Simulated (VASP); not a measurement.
Given:

```
V3Si
1.0
    4.64222     0.00000     0.00000
    0.00000     4.64222     0.00000
    0.00000     0.00000     4.64222
V Si
6 2
Cartesian
  1.16056   0.00000   2.32111
  2.32111   1.16056   0.00000
  2.32111   3.48167   0.00000
  3.48167   0.00000   2.32111
  0.00000   2.32111   3.48167
  0.00000   2.32111   1.16056
  2.32111   2.32111   2.32111
  0.00000   0.00000   0.00000
```

These are PBEsol GGA, VASP's PBE PAW potentials (set 64) (plane waves; VASP) values and carry that method's errors. Run with 400 eV cut-off, Gaussian smearing of 0.050 eV, potentials V_sv Si.

Question: Estimate the band gap (along the path) with the smallest direct gap where there is one.

Answer: 
| Property | Value |
|---|---|
| band gap (along the path) | none (metal, semimetal or under 0.01 eV) |

Total energies compare only between runs with the same potentials, cut-off and functional.

The compound is V3Si in the A15 structure. It was relaxed first. The run is not spin-polarised, so no magnetic state was tried.
